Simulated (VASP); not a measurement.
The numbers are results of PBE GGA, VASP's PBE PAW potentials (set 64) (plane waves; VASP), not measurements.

Input for VASP

**INCAR**
```
# general
SYSTEM = Ca
PREC   = Accurate
ENCUT  = 520
LREAL  = F
LASPH  = T

# electronic loop
EDIFF  = 1E-7
NELM   = 100   # most electronic steps
ALGO   = Normal   # blocked Davidson

# smearing
ISMEAR = -5   # tetrahedra, Bloechl

# functional
GGA    = PE   # PBE

# ions
ISIF   = 2

# output
LWAVE  = F
LCHARG = T
LORBIT = 11   # lm-projected
NEDOS  = 601   # DOS grid
```

**POSCAR**
```
Ca
1
    0.0000000000     2.7626254939     2.7626254939
    2.7626254939     0.0000000000     2.7626254939
    2.7626254939     2.7626254939     0.0000000000
Ca
1
Direct
  0.0000000000   0.0000000000   0.0000000000
```

File KPOINTS:
```
K-points
0
Gamma
 13 13 13
```

POTCAR, in this order: Ca_sv (PBE.64 set). Program: vasp_std.

Output of the run:

File OSZICAR:
```
       N       E                     dE             d eps       ncg     rms          rms(c)
DAV:   1     0.638581151343E+02    0.63858E+02   -0.52182E+03  1512   0.102E+03
DAV:   2    -0.427143558614E+00   -0.64285E+02   -0.64059E+02  1585   0.233E+02
DAV:   3    -0.186813568263E+01   -0.14410E+01   -0.14366E+01  2310   0.350E+01
DAV:   4    -0.193787182314E+01   -0.69736E-01   -0.69709E-01  2247   0.570E+00
DAV:   5    -0.193945900389E+01   -0.15872E-02   -0.15894E-02  2515   0.571E-01    0.220E+00
DAV:   6    -0.193164181278E+01    0.78172E-02   -0.12873E-02  1941   0.141E+00    0.135E+00
DAV:   7    -0.192963651676E+01    0.20053E-02   -0.17866E-02  1933   0.184E+00    0.105E-01
DAV:   8    -0.192907511366E+01    0.56140E-03   -0.22903E-03  1855   0.507E-01    0.208E-02
DAV:   9    -0.192907809155E+01   -0.29779E-05   -0.11573E-04  2310   0.880E-02    0.529E-03
DAV:  10    -0.192908194757E+01   -0.38560E-05   -0.73483E-06  2091   0.295E-02    0.883E-04
DAV:  11    -0.192908115735E+01    0.79021E-06   -0.34956E-07  2419   0.593E-03    0.239E-04
DAV:  12    -0.192908134919E+01   -0.19184E-06   -0.17968E-08  1148   0.979E-04    0.105E-04
DAV:  13    -0.192908141595E+01   -0.66766E-07   -0.76719E-09   977   0.587E-04
   1 F= -.19290814E+01 E0= -.19290814E+01  d E =0.000000E+00
```

OUTCAR:
```
------------------------ aborting loop because EDIFF is reached ----------------------------------------
  FORCE on cell =-STRESS in cart. coord.  units (eV):
  Direction    XX          YY          ZZ          XY          YZ          ZX
  --------------------------------------------------------------------------------------
  Total       -0.0206419     -0.0206419     -0.0206419     -0.0000000     -0.0000000      0.0000000
  in kB       -0.7842682     -0.7842682     -0.7842682     -0.0000000     -0.0000000      0.0000000
  external PRESSURE =      -0.7842682 kB  Pullay stress =       0.0000000 kB
  volume of cell :       42.17
      direct lattice vectors                 reciprocal lattice vectors
     0.000000000  2.762625494  2.762625494    -0.180987253  0.180987253  0.180987253
     2.762625494  0.000000000  2.762625494     0.180987253 -0.180987253  0.180987253
     2.762625494  2.762625494  0.000000000     0.180987253  0.180987253 -0.180987253
 POSITION                                       TOTAL-FORCE (eV/Angst)
 -----------------------------------------------------------------------------------
      0.00000      0.00000      0.00000         0.000000      0.000000      0.000000
 -----------------------------------------------------------------------------------
    total drift:                               -0.000000     -0.000000      0.000000
  FREE ENERGIE OF THE ION-ELECTRON SYSTEM (eV)
  ---------------------------------------------------
  free  energy   TOTEN  =        -1.9290814160 eV

  energy  without entropy=       -1.9290814160  energy(sigma->0) =       -1.92908142

 total charge

# of ion       s       p       d       tot
------------------------------------------
    1        2.085   5.831   0.162   8.078
```
(Selected blocks of OUTCAR.)

### OUTCAR
```
 val. band max:        2.0168551137   @ k =  -0.3077   0.3846   0.1538

 cond. band min:       1.9160114989   @ k =  -0.3846   0.2308   0.0769


 Fermi energy:         1.9597263171

 k-point     1 :       0.0000    0.0000    0.0000
  band No.  band energies     occupation
      1     -40.0475      2.00000
      2     -20.9649      2.00000
      3     -20.9649      2.00000
      4     -20.9649      2.00000
      5      -2.0629      2.00000
      6       4.3043      0.00000
      7       4.3043      0.00000
      8       4.3043      0.00000
      9       5.3740      0.00000

 k-point     2 :       0.0769    0.0000    0.0000
  band No.  band energies     occupation
      1     -40.0467      2.00000
      2     -20.9730      2.00000
      3     -20.9660      2.00000
      4     -20.9660      2.00000
      5      -1.9615      2.00000
      6       4.1946      0.00000
      7       4.3431      0.00000
      8       4.3431      0.00000
      9       5.3402      0.00000

 k-point     3 :       0.1538    0.0000    0.0000
  band No.  band energies     occupation
      1     -40.0445      2.00000
      2     -20.9953      2.00000
      3     -20.9691      2.00000
      4     -20.9691      2.00000
      5      -1.6632      2.00000
      6       3.9020      0.00000
      7       4.4259      0.00000
      8       4.4259      0.00000
      9       5.2865      0.00000

 k-point     4 :       0.2308    0.0000    0.0000
  band No.  band energies     occupation
      1     -40.0415      2.00000
      2     -21.0264      2.00000
      3     -20.9734      2.00000
      4     -20.9734      2.00000
      5      -1.1862      2.00000
      6       3.4965      0.00000
      7       4.4506      0.00000
      8       4.4506      0.00000
      9       5.3423      0.00000

 k-point     5 :       0.3077    0.0000    0.0000
  band No.  band energies     occupation
      1     -40.0382      2.00000
      2     -21.0593      2.00000
      3     -20.9780      2.00000
...
```

For a metal the tetrahedron method with Blöchl corrections gives inexact stress and forces.

The compound is Ca in the fcc structure. It was relaxed first.
